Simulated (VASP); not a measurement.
Output of a VASP run:

**OSZICAR**
```
       N       E                     dE             d eps       ncg     rms          rms(c)
DAV:   1     0.151567500620E+03    0.15157E+03   -0.16830E+04  2424   0.137E+03
DAV:   2    -0.441843870014E+02   -0.19575E+03   -0.18803E+03  3212   0.306E+02
DAV:   3    -0.508336215004E+02   -0.66492E+01   -0.66277E+01  2876   0.611E+01
DAV:   4    -0.508863225715E+02   -0.52701E-01   -0.52631E-01  2836   0.618E+00
DAV:   5    -0.508869451711E+02   -0.62260E-03   -0.62251E-03  2800   0.639E-01    0.169E+01
RMM:   6    -0.461875553399E+02    0.46994E+01   -0.17063E+01  2400   0.273E+01    0.683E+00
RMM:   7    -0.463221772708E+02   -0.13462E+00   -0.22422E+00  2400   0.916E+00    0.317E+00
RMM:   8    -0.463322753708E+02   -0.10098E-01   -0.14372E-01  2400   0.354E+00    0.651E-01
RMM:   9    -0.463370357729E+02   -0.47604E-02   -0.20252E-02  2419   0.129E+00    0.307E-01
RMM:  10    -0.463382335295E+02   -0.11978E-02   -0.17151E-02  2400   0.853E-01    0.234E-01
RMM:  11    -0.463373995928E+02    0.83394E-03   -0.24557E-03  2400   0.355E-01    0.563E-02
RMM:  12    -0.463374203221E+02   -0.20729E-04   -0.11631E-03  2400   0.245E-01    0.347E-02
RMM:  13    -0.463374153238E+02    0.49983E-05   -0.72452E-05  2100   0.627E-02
   1 F= -.46337415E+02 E0= -.46337415E+02  d E =-.463374E+02
       N       E                     dE             d eps       ncg     rms          rms(c)
DAV:   1    -0.463367271263E+02    0.69320E-03   -0.10715E+00  2728   0.874E+00    0.233E-01
RMM:   2    -0.463385701297E+02   -0.18430E-02   -0.22468E-02  2400   0.122E+00    0.941E-02
RMM:   3    -0.463384983865E+02    0.71743E-04   -0.18410E-03  2401   0.369E-01    0.448E-02
RMM:   4    -0.463384764860E+02    0.21901E-04   -0.39496E-04  2401   0.159E-01    0.129E-02
RMM:   5    -0.463384827939E+02   -0.63079E-05   -0.59244E-05  1842   0.547E-02
   2 F= -.46338483E+02 E0= -.46338483E+02  d E =-.106747E-02
       N       E                     dE             d eps       ncg     rms          rms(c)
DAV:   1    -0.463386066247E+02   -0.13014E-03   -0.10841E-01  2684   0.278E+00    0.727E-02
RMM:   2    -0.463387865483E+02   -0.17992E-03   -0.22198E-03  2400   0.384E-01    0.304E-02
RMM:   3    -0.463387764506E+02    0.10098E-04   -0.17333E-04  2399   0.115E-01    0.145E-02
RMM:   4    -0.463387734969E+02    0.29537E-05   -0.37784E-05  1740   0.493E-02
   3 F= -.46338773E+02 E0= -.46338773E+02  d E =-.135817E-02
```

OUTCAR:
```
------------------------ aborting loop because EDIFF is reached ----------------------------------------
  FORCE on cell =-STRESS in cart. coord.  units (eV):
  Direction    XX          YY          ZZ          XY          YZ          ZX
  --------------------------------------------------------------------------------------
  Total       -0.4409167     -0.4409167     -0.3993485      0.0000000      0.0000000      0.0000000
  in kB      -14.6431579    -14.6431579    -13.2626484      0.0000000      0.0000000      0.0000000
  external PRESSURE =     -14.1829881 kB  Pullay stress =       0.0000000 kB
  volume of cell :       48.24
      direct lattice vectors                 reciprocal lattice vectors
     4.231802172  0.000000000  0.000000000     0.236305942  0.000000000  0.000000000
     0.000000000  4.231802172  0.000000000     0.000000000  0.236305942  0.000000000
     0.000000000  0.000000000  2.693901436     0.000000000  0.000000000  0.371208830
 POSITION                                       TOTAL-FORCE (eV/Angst)
 -----------------------------------------------------------------------------------
      0.00000      0.00000      0.00000        -0.000000     -0.000000      0.000000
      2.11590      2.11590      1.34695        -0.000000     -0.000000      0.000000
      1.29827      1.29827      0.00000         0.001481      0.001481      0.000000
      3.41417      0.81763      1.34695         0.001481     -0.001481     -0.000000
      0.81763      3.41417      1.34695        -0.001481      0.001481      0.000000
      2.93353      2.93353      0.00000        -0.001481     -0.001481     -0.000000
 -----------------------------------------------------------------------------------
    total drift:                                0.000000     -0.000000      0.000000
  FREE ENERGIE OF THE ION-ELECTRON SYSTEM (eV)
  ---------------------------------------------------
  free  energy   TOTEN  =       -46.3387734969 eV

  energy  without entropy=      -46.3387734969  energy(sigma->0) =      -46.33877350

 reached required accuracy - stopping structural energy minimisation
```
(Selected blocks of OUTCAR.)

### POSCAR
```
SiO2
1
    4.2318021723     0.0000000000     0.0000000000
    0.0000000000     4.2318021723     0.0000000000
    0.0000000000     0.0000000000     2.6939014360
Si O
2 4
Direct
  0.0000000000   0.0000000000   0.0000000000
  0.5000000000   0.5000000000   0.5000000000
  0.3060000000   0.3060000000   0.0000000000
  0.8060000000   0.1940000000   0.5000000000
  0.1940000000   0.8060000000   0.5000000000
  0.6940000000   0.6940000000   0.0000000000
```

**Question.** Reconstruct the remaining input files.

**Answer.** One answer among several that fit: the input of the run itself, PBE GGA, plane waves, VASP's PBE PAW potentials (set 64).

**KPOINTS**
```
Automatic mesh
0
Gamma
7 7 11
```

INCAR:
```
! general
SYSTEM = SiO2
PREC   = Normal
ENCUT  = 450   ! plane-wave cut-off (eV)
LREAL  = .FALSE.
LASPH  = .TRUE.   ! aspherical one-centre terms

! electronic loop
EDIFF  = 1E-5   ! SCF stop (eV)
NELM   = 100   ! most electronic steps
NELMIN = 4
ALGO   = Fast

! smearing
ISMEAR = 0   ! Gaussian
SIGMA  = 0.05   ! width (eV)

! functional
GGA    = PE

! ions
IBRION = 2
NSW    = 20   ! most ionic steps
ISIF   = 2
EDIFFG = -0.03   ! ionic stop

! output
LWAVE  = .FALSE.
LCHARG = .FALSE.
```

POTCAR, in this order: Si O (PBE.64 set). Program: vasp_std.

At this cut-off the stress carries a Pulay error, which pulls relaxed volumes low.

The compound is SiO2 in the rutile structure, stishovite, a high-pressure form. This run relaxes the ions in a fixed cell. Symmetry was kept, so distortions that lower it aren't found.
